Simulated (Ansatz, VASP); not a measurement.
# Bi2Te2O: VASP beside Ansatz

File INCAR:

```
PREC     = Accurate       # precision mode
ENCUT    = 520            # plane-wave cutoff, eV
EDIFF    = 1E-7           # SCF threshold, eV
ISMEAR   = 0              # smearing method
SIGMA    = 0.1            # smearing width, eV
LREAL    = False          # projectors in reciprocal space
LASPH    = True           # aspherical terms in the spheres
NELM     = 80             # most SCF steps
ALGO     = Normal         # electronic algorithm
ISIF     = 2              # what is computed and relaxed
LWAVE    = False          # write WAVECAR
LCHARG   = False          # write CHGCAR
GGA      = PE             # functional
NBANDS   = 32             # bands
```

The input KPOINTS:

```
regular mesh
0
Gamma
  3 3 4
```

The input POSCAR:

```
Bi2Te2O
1.0
    6.0417682100      0.0000000000      0.0000000000
   -3.0208841100      5.2323247600      0.0000000000
    0.0000000000      0.0000000000      5.4419903700
Bi Te O
2 2 1
Direct
    0.3333333300      0.6666666700      0.5000000000
    0.6666666700      0.3333333300      0.5000000000
    0.3333333300      0.6666666700      0.0000000000
    0.6666666700      0.3333333300      0.0000000000
    0.0000000000      0.0000000000      0.0000000000
```

Input for Ansatz:

```yaml
crystal:
  lattice:
    - [6.04176821, 0.0, 0.0]
    - [-3.02088411, 5.23232476, 0.0]
    - [0.0, 0.0, 5.44199037]
  atoms:
    - { symbol: Bi, position: [0.33333333, 0.66666667, 0.5] }
    - { symbol: Bi, position: [0.66666667, 0.33333333, 0.5] }
    - { symbol: Te, position: [0.33333333, 0.66666667, 0.0] }
    - { symbol: Te, position: [0.66666667, 0.33333333, 0.0] }
    - { symbol: O, position: [0.0, 0.0, 0.0] }
basis:
  ecutwfc: 420
kpoints:
  mp_grid: { grid: [3, 3, 4] }
hamiltonian:
  xc: pbe
scf:
  occupations: { method: gaussian, width: 0.1 }
  lower_state_search: "off"
output:
  forces: true
  stress: true
  eigenvalues: true
```

Alike in both runs: task single point; functional PBE; k mesh 3 × 3 × 4; occupations gaussian, width 0.1 eV; no spin polarisation.

|  | VASP | Ansatz |
| --- | --- | --- |
| version | VASP 6.6.1 | Ansatz 0.2.0 |
| potentials or method | VASP PAW PBE potentials, release 64 (Bi_d, Te, O) | scalar-relativistic, plane waves, PAW |
| plane-wave cutoff (eV) | 520 | 420 |
| valence electrons in the cell | 48 | 68 |

```tsv
	VASP	Ansatz	Ansatz less VASP
gap on the k mesh at the Fermi level (eV)	none	none	-
pressure (GPa)	2.4	2.5	+0.10
largest component of the traceless stress (GPa)	17.14	17.29	+0.143
```

A gap of «none» marks a metal or a gap that the smearing closes. The two sets of potentials don't hold the same shells in valence.

Caveats: the k mesh is coarse (spacing up to 0.40 Å⁻¹), so the values aren't converged; spin-orbit coupling is left out, which moves the levels of the heavy elements.
